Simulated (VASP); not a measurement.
Crystal: Nb.

```
Nb
1.0
    -1.66395    1.66395    1.66395
     1.66395   -1.66395    1.66395
     1.66395    1.66395   -1.66395
Nb
1
Direct
  0.00000 0.00000 0.00000
```

| Item | Value |
| --- | --- |
| Program | VASP 6.6.1 |
| Task | relaxation of cell and atoms |
| Functional | r2SCAN |
| Potentials or basis | VASP PAW PBE potentials, release 64 (Nb_sv) |
| Cutoff | 600 eV |
| k mesh | 16 × 16 × 16 |
| Occupations | methfessel-paxton, width 0.1 eV |
| Spin | no spin polarisation |

At the start: pressure -4.1 GPa; volume 18.43 Å³/atom.

**Question.** How do energy, volume and symmetry change on relaxing?

**Answer.** Over 3 steps the energy falls by 5.9 meV/atom and the volume is 17.99 Å³/atom (-2.4 %); space group Im-3m (No. 229, to 0.05 Å).

Step by step:
| step | energy change (eV) | largest force (eV/Å) | pressure (GPa) | volume (Å³) |
| --- | --- | --- | --- | --- |
| 1 | 0.0000 | 0.0000 | -4.14 | 18.43 |
| 2 | 0.0145 | 0.0000 | 8.52 | 17.19 |
| 3 | -0.0059 | 0.0000 | -0.06 | 17.99 |

Final structure:
```
Nb
1.0
    -1.65052    1.65052    1.65052
     1.65052   -1.65052    1.65052
     1.65052    1.65052   -1.65052
Nb
1
Direct
  0.00000 0.00000 0.00000
```

Caveat: the PAW data sets were made with another functional, which shifts forces and pressure a little.
